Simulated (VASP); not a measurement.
Runs of VASP 6.6.1 on CuGe23 (a cell with a defect). The cell holds a defect, 24 atoms: a = 12.001 Å, b = 8.001 Å, c = 8.001 Å, α = 60.00°, β = 60.00°, γ = 60.00°. 

```csv
task,level,U,fixed moment (μB),cell,k mesh,mesh quality,moment (μB),largest force (eV/Å)
relaxation of the atoms,PBEsol+U,Cu d U = 5 eV,1,"atoms relaxed from: atoms moved at random, drawn with an rms of 0.05 Å",2 × 2 × 2,coarse,1.00,0.02
single point,PBEsol+U,Cu d U = 5 eV,3,as given,2 × 2 × 2,coarse,3.00,0.30
single point,PBEsol+U,Cu d U = 5 eV,1,as given,2 × 3 × 3,not flagged,1.00,(a)
single point,PBEsol+U,Cu d U = 7 eV,1,as given,2 × 2 × 2,coarse,1.00,0.03
single point,PBEsol,-,1,as given,2 × 2 × 2,coarse,1.00,0.05
single point,PBEsol+U,Cu d U = 5 eV,-,as given,2 × 2 × 2,coarse,0.06,(b)
```

Alike in all rows: potentials or basis VASP PAW PBE potentials, release 64 (Cu, Ge_d); spin collinear, ferromagnetic start; cutoff (eV) 350; smearing gaussian 0.03 eV.

Question: Estimate the missing entries.

Answer: (a) 0.24; (b) 0.22.

Caveats: some runs use coarse meshes; the PAW data sets were made with another functional, which shifts forces and pressure a little; the total moment is fixed, so each spin has its own Fermi level (some runs); the U is typed as a test and isn't derived for this compound (some runs).
